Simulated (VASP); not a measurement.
Data:

```xyz
6
Lattice="4.4267 0.0000 0.0000 0.0000 4.4267 0.0000 0.0000 0.0000 2.9219" Properties=species:S:1:pos:R:3 pbc="T T T"
Cr     0.0000     0.0000     0.0000
Cr     2.2133     2.2133     1.4609
O      1.3411     1.3411     0.0000
O      3.5544     0.8723     1.4609
O      0.8723     3.5544     1.4609
O      3.0856     3.0856     0.0000
```
Starting moments (μB, in the order of the record's atoms Cr Cr O O O O): 2.1 2.1 -0.1 -0.1 -0.1 -0.1.

Level of theory: optB88-vdW, VASP's PBE PAW potentials (set 64) (plane waves; VASP). Run with 520 eV cut-off, 8×8×12 Γ-centred mesh, tetrahedra with Blöchl corrections, potentials Cr_pv O.

Problem. Tabulate the total density of states (states/eV per cell) against energy (eV; zero at the valence-band maximum or, without a gap, the Fermi level).

Solution. 
```
E (eV) | DOS (states/eV)
    -9.93 |  0.00
    -9.71 |  0.00
    -9.61 |  0.00
    -9.40 |  0.00
    -9.29 |  0.00
    -9.08 |  0.00
    -8.87 |  0.00
    -8.76 |  0.00
    -8.55 |  0.00
    -8.44 |  0.00
    -8.23 |  0.00
    -8.02 |  0.00
    -7.91 |  0.00
    -7.70 |  0.00
    -7.60 |  0.00
    -7.38 |  0.06
    -7.17 | # 0.31
    -7.07 | ### 0.70
    -6.86 | #### 1.02
    -6.75 | ##### 1.34
    -6.54 | ############ 3.20
    -6.43 | ############### 3.84
    -6.22 | ################### 5.07
    -6.01 | ######################## 6.39
    -5.90 | ####################### 6.10
    -5.69 | ######################## 6.30
    -5.59 | ####################### 6.17
    -5.37 | ############### 3.95
    -5.16 | ############### 3.94
    -5.06 | ############## 3.81
    -4.84 | ################# 4.46
    -4.74 | ############## 3.81
    -4.53 | ############### 3.88
    -4.32 | ############### 3.96
    -4.21 | ################ 4.18
    -4.00 | #################### 5.32
    -3.89 | ##################### 5.66
    -3.68 | #################### 5.35
    -3.47 | ################### 5.07
    -3.36 | ################### 5.00
    -3.15 | ################## 4.83
    -3.05 | ################## 4.80
    -2.83 | ################# 4.43
    -2.62 | ################ 4.25
    -2.52 | ############## 3.70
    -2.31 | ############## 3.63
    -2.20 | ############### 3.97
    -1.99 | ################# 4.43
    -1.78 | ############### 4.07
    -1.67 | ########## 2.62
    -1.46 | ##### 1.37
    -1.35 | ##### 1.21
    -1.14 | ###### 1.58
    -0.93 | ############ 3.05
    -0.82 | ############## 3.82
    -0.61 | #################### 5.35
    -0.51 | ############### 3.86
    -0.29 | ########### 3.02
    -0.08 | ####### 1.82
     0.02 | #### 1.03
     0.23 | ##### 1.21
     0.34 | ####### 1.88
     0.55 | ########## 2.55
     0.66 | ########### 2.96
     0.87 | ################ 4.22
     1.08 | ########## 2.64
     1.19 | ############ 3.10
     1.40 | ############### 3.94
     1.50 | ############ 3.29
     1.72 | ############### 3.85
     1.93 | ######################### 6.68
     2.03 | ############################## 7.94
     2.25 | ################ 4.28
     2.35 | ############### 4.06
     2.56 | ######### 2.26
     2.77 | ###### 1.63
     2.88 | ####### 1.96
     3.09 | ######## 1.99
     3.20 | ######## 2.00
     3.41 | ####### 1.86
```
Within 2 eV below the Fermi level the largest weight inside VASP's projection spheres is Cr d, then O p.

The compound is CrO2 in the rutile structure. It was relaxed first.
